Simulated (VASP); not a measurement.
An input for Ansatz (written as the equivalent of a VASP run, and not itself run):

Ansatz 0.2 input:
```yaml
crystal:
  lattice:
    - [3.6990806, 0.0000000, 0.0000000]
    - [-1.8495403, 3.2034976, 0.0000000]
    - [0.0000000, 0.0000000, 5.7021038]
  atoms:
    - { symbol: Ru, position: [0.3333330, 0.6666670, 0.9924312] }
    - { symbol: Ru, position: [0.6666670, 0.3333330, 0.4924312] }
    - { symbol: P, position: [0.3333330, 0.6666670, 0.3825688] }
    - { symbol: P, position: [0.6666670, 0.3333330, 0.8825688] }
kpoints:
  mp_grid: { grid: [11, 11, 6] }
hamiltonian:
  xc: lda
  pseudopotentials: { kind: paw }
scf:
  occupations: { method: tetrahedron }
  max_iter: 100
output: { forces: true, stress: true, eigenvalues: true }
```

Translate this input to VASP (INCAR, KPOINTS, POSCAR, choice of POTCAR).

One answer among several that fit: 
KPOINTS:
```
Automatic mesh
0
Gamma
11 11 6
0 0 0
```

**INCAR**
```
! general
SYSTEM   =  RuP
PREC     =  Accurate
ENCUT    =  400
LREAL    =  .False.   ! projection in real space or not
LASPH    =  .True.   ! aspherical one-centre terms

! electronic loop
EDIFF    =  1E-7   ! SCF stop (eV)
NELM     =  100
ALGO     =  Normal
LMAXMIX  =  4

! smearing
ISMEAR   =  -5   ! tetrahedra, Bloechl

! ions
ISIF     =  2

! output
LWAVE    =  .False.
LCHARG   =  .True.
LORBIT   =  11
NEDOS    =  601   ! DOS grid

! other
LEFG     =  .True.
```

### POSCAR
```
RuP
1.0
  3.6990806210   0.0000000000   0.0000000000
 -1.8495403106   3.2034975899   0.0000000000
  0.0000000000   0.0000000000   5.7021037582
Ru P
2 2
direct
  0.3333330000   0.6666670000   0.9924312356
  0.6666670000   0.3333330000   0.4924312356
  0.3333330000   0.6666670000   0.3825687644
  0.6666670000   0.3333330000   0.8825687644
```

POTCAR, in this order: Ru_pv P (LDA.64 set). Program: vasp_std.

Limits of the translation: each code has its own PAW files, so the cut-off isn't converted (ENCUT is set for VASP's; basis.ecutwfc is left out, and Ansatz then takes the one that its files recommend); Ansatz stops its SCF on the density residual and VASP on the energy change (EDIFF); Ansatz's lda is the Perdew-Wang form, while the LDA potentials of VASP carry Perdew-Zunger's; the field gradients of LEFG aren't asked of the other code.

The structure was generated: RuP was put into the wurtzite type (P6_3mc), which need not be its known phase. It was relaxed first, which changed the volume by -32 %.
